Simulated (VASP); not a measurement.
An input for Ansatz (written as the equivalent of a VASP run, and not itself run):

Ansatz 0.2 input:
```yaml
crystal:
  lattice:
    - [0.0000000, 3.3124350, 3.3124350]
    - [3.3124350, 0.0000000, 3.3124350]
    - [3.3124350, 3.3124350, 0.0000000]
  atoms:
    - { symbol: Cd, position: [0.0000000, 0.0000000, 0.0000000] }
    - { symbol: Te, position: [0.2500000, 0.2500000, 0.2500000] }
kpoints:
  mp_grid: { grid: [6, 6, 6] }
hamiltonian:
  xc: pbe
  pseudopotentials: { kind: paw }
scf:
  occupations: { method: gaussian, width: 0.05 }
  max_iter: 100
output: { forces: true, stress: true, eigenvalues: true }
```

Translate this input to VASP (INCAR, KPOINTS, POSCAR, choice of POTCAR).

Several could match; the one computed here: 
**INCAR**
```
# general
SYSTEM  = CdTe
PREC    = Accurate
ENCUT   = 520   # plane-wave cut-off (eV)
LREAL   = .FALSE.   # projection in real space or not
LASPH   = .TRUE.   # aspherical one-centre terms

# electronic loop
EDIFF   = 1E-6   # SCF stop (eV)
NELM    = 100   # most electronic steps
ALGO    = Normal   # blocked Davidson
LMAXMIX = 4

# smearing
ISMEAR  = 0
SIGMA   = 0.05   # width (eV)

# functional
GGA     = PE

# output
LWAVE   = .TRUE.
LCHARG  = .FALSE.
```

**KPOINTS**
```
Automatic mesh
0
Gamma
6 6 6
0 0 0
```

**POSCAR**
```
CdTe
1.0
  0.0000000000   3.3124350059   3.3124350059
  3.3124350059   0.0000000000   3.3124350059
  3.3124350059   3.3124350059   0.0000000000
Cd Te
1 1
Cartesian
  0.0000000000   0.0000000000   0.0000000000
  1.6562175029   1.6562175029   1.6562175029
```

POTCAR, in this order: Cd Te (PBE.64 set). Program: vasp_std.

What does not carry over: each code has its own PAW files, so the cut-off isn't converted (ENCUT is set for VASP's; basis.ecutwfc is left out, and Ansatz then takes the one that its files recommend); Ansatz stops its SCF on the density residual and VASP on the energy change (EDIFF).

The compound is CdTe in the zinc blende structure. It was relaxed first, which changed the volume by +7 %.
